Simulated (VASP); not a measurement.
VASP runs on As$_{2}$S$_{3}$ share one base input (PBE GGA, plane waves, VASP's PBE PAW potentials (set 64)) and change the settings named in each case.

POSCAR:
```
As2S3
1
    3.3749820000     0.0000000000     0.0000000000
   -1.6874910000     2.9228210000     0.0000000000
    0.0000000000     0.0000000000    20.0405770000
As S
2 3
Direct
  0.3333330000   0.6666670000   0.4210380000
  0.0000000000   0.0000000000   0.5789620000
  0.0000000000   0.0000000000   0.3492910000
  0.6666670000   0.3333330000   0.5000000000
  0.3333330000   0.6666670000   0.6507090000
```

INCAR:
```
SYSTEM  =  As2S3
PREC  =  Accurate; ENCUT  =  300; LREAL  =  .FALSE.
LASPH  =  .TRUE.
EDIFF  =  1E-6; NELM  =  100; ALGO  =  Normal
LMAXMIX  =  4
ISMEAR  =  -1; SIGMA  =  0.1
GGA  =  PE
ISIF  =  2
LWAVE  =  .FALSE.; LCHARG  =  .FALSE.
```

### KPOINTS
```
K-points
0
Gamma
 8 8 1
```

POTCAR, in this order: As S (PBE.64 set). Program: vasp_std.

```
change                                                                                                                                                  E(σ→0) (eV/atom)  largest force (eV/Å)  −TS (eV)
------------------------------------------------------------------------------------------------------------------------------------------------------  ----------------  --------------------  --------
base run                                                                                                                                                         -4.2270                 1.242   -0.0008
GGA removed, POTCAR As S (LDA.64 set)                                                                                                                            -4.9703                 1.196   -0.0009
GGA_COMPAT = .FALSE., LNONCOLLINEAR = .TRUE., LSORBIT = .TRUE., MAGMOM = 0.0 0.0 0.0 0.0 0.0 0.0 0.0 0.0 0.0 0.0 0.0 0.0 0.0 0.0 0.0, program vasp_ncl           -4.2313                 1.240   -0.0009
KPOINTS 5×5×1 Γ-centred mesh                                                                                                                                     -4.2411                   [?]       [?]
```

Question: Complete the blanks.

Answer: 
- KPOINTS 5×5×1 Γ-centred mesh, largest force (eV/Å): 1.303
- KPOINTS 5×5×1 Γ-centred mesh, −TS (eV): -0.0015

Energies of different potentials or functionals have different zeros. The cell holds a wide vacuum, so values per volume refer to the whole cell.

Left out are runs that ran out of time, are held back, or changed the cell or the kind of run, fixed moments of cells without a moment, rows past the twelfth, gaps on odd meshes, pressures of charged cells and columns that move by less than the noise.

The cell is a sheet or thin cut with vacuum, built from a generated structure.
